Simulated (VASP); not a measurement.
Here is the system:

```
CELL_PARAMETERS angstrom
      0.00000     3.27424     3.27424
      3.27424     0.00000     3.27424
      3.27424     3.27424     0.00000
ATOMIC_POSITIONS crystal
  Sn 0.00000 0.00000 0.00000
  Te 0.50000 0.50000 0.50000
```

All values below come from RPBE GGA, VASP's PBE PAW potentials (set 64) (plane waves; VASP 6.6.1). Run with 520 eV cut-off, 7×7×7 Γ-centred mesh, Gaussian smearing of 0.050 eV, potentials Sn_d Te.

Give the stress tensor in GPa (positive for a compressed cell).

```
-1.06   0.00   0.00
 0.00  -1.06   0.00
 0.00   0.00  -1.06
```
The pressure is its mean diagonal, -1.06 GPa.

The compound is SnTe in the rock salt structure, which distorts at low temperature. This cell is one point of a volume scan, at 1.03 of the reference volume.
